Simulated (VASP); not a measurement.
```xyz
6
Lattice="-2.8729 2.8729 4.8265 2.8729 -2.8729 4.8265 2.8729 2.8729 -4.8265" Properties=species:S:1:pos:R:3 pbc="T T T"
Ge     0.0000     2.8729     2.4132
Ge     0.0000     0.0000     0.0000
Se     1.4364     1.4143     3.6198
Se     4.2872     1.4364     1.2066
Se     1.4364     1.4586    -1.2066
Se    -1.4143     1.4364     6.0331
```

The numbers are results of PBEsol GGA, VASP's PBE PAW potentials (set 64) (plane waves; VASP), not measurements. Settings: 400 eV cut-off, 10×10×10 Γ-centred mesh, Gaussian smearing of 0.010 eV, potentials Ge_d Se.

Predict the energy per atom (σ→0), band gap (on the k-mesh) with the smallest direct gap where there is one.

```
Quantity                                     Result
-----------------------------------  --------------
band gap (on the k-mesh)                    1.28 eV
smallest direct gap (on the k-mesh)         1.59 eV
energy per atom (σ→0)                -4.434 eV/atom
```

The absolute energy has meaning only against runs of the same code, potentials and settings.

The structure comes from a computed database's GeSe2 entry (I-42d); how it stands against other phases isn't given here. It was relaxed first, which changed the volume by -6 %.
